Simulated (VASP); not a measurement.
```yaml
crystal:
  lattice:
    - [0.00000, 3.04503, 3.04503]
    - [3.04503, 0.00000, 3.04503]
    - [3.04503, 3.04503, 0.00000]
  atoms:
    - { symbol: Cu, position: [0.00000, 0.00000, 0.00000] }
    - { symbol: I, position: [0.25000, 0.25000, 0.25000] }
```

Level of theory: AM05 GGA, VASP's PBE PAW potentials (set 64) (plane waves; VASP). Settings: 520 eV cut-off, 8×8×8 Γ-centred mesh, Gaussian smearing of 0.050 eV, potentials Cu I.

Unless said otherwise, spin-orbit coupling is left out, though it shifts the bands of the heavy elements here.

Task: Estimate the energy per atom (σ→0), pressure, band gap (on the k-mesh) with the smallest direct gap where there is one.

Result: 
```json
{
 "band gap (on the k-mesh)": "1.10 eV",
 "smallest direct gap (on the k-mesh)": "1.10 eV",
 "energy per atom (σ→0)": "-2891 meV/atom",
 "pressure": "-2.30 GPa"
}
```

The absolute energy has meaning only against runs of the same code, potentials and settings.

The compound is CuI in the zinc blende structure. This cell is one point of a volume scan, at 1.06 of the reference volume.
